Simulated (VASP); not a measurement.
Sc (hcp): computed properties

Calculation: PBE GGA, VASP's PBE PAW potentials (set 64) (plane waves; VASP).

```json
{
 "space_group": "P6_3/mmc (194)",
 "cell": "a = b = 3.3170 Å, c = 5.1622 Å, α = β = 90.00°, γ = 120.00°",
 "volume_per_atom": "24.59 Å³/atom",
 "band gap (over mesh and band path)": "none (metal, semimetal or under 0.01 eV)",
 "hill_bulk_modulus": "553 kbar",
 "hill_shear_modulus": "31.8 GPa",
 "Poisson's ratio": "0.259",
 "density": "3.04 g/cm³",
 "optical Γ-point spectrum": "128 (×2), 227 cm⁻¹",
 "C11": "102 GPa",
 "C12": "41.0 GPa",
 "C13": "25.5 GPa",
 "C33": "109 GPa",
 "C44": "28.2 GPa",
 "C66": "30.6 GPa"
}
```

```
Sc
1.0
    1.65851    -2.87262     0.00000
    1.65851     2.87262     0.00000
    0.00000     0.00000     5.16218
Sc
2
Direct
  0.33333   0.66667   0.25000
  0.66667   0.33333   0.75000
```

Measured: a 3.309 Å at 293 K (computed value off by +0.2 %), c 5.268 Å at 293 K (computed value off by -2.0 %), as given by Wikipedia, Scandium (infobox). The calculation is for a static lattice, while the measured a, c hold thermal and zero-point effects, which are part of the difference. Finite-difference elastic constants of metals are sensitive to mesh and smearing; shear constants can be off by tens of GPa.

The compound is Sc in the hcp structure. It was relaxed first. Symmetry was kept, so distortions that lower it aren't found.
